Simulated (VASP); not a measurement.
A 63-atom supercell of InP (zinc blende) holds In vacancy in charge state +0. It is relaxed twice, with the total moment held at 1 and at 3 μB. All values below come from PBE GGA, VASP's PBE PAW potentials (set 64) (plane waves; VASP). Settings: PREC = Normal, LREAL = Auto, ISYM = 0, EDIFF = 1E-5, 400 eV cut-off, 1×1×1 Γ-centred mesh, Gaussian smearing of 0.050 eV, potentials In P.

The supercell is sampled at Γ alone, which is coarse: total energies, pressure and levels can be off, energies of defects by several tenths of an eV.

Task: Which spin state lies lower, and by how much?

Result: The state with 3 μB lies lower, by 0.05 eV.

The cell is a supercell with a defect, built from InP (zinc blende).
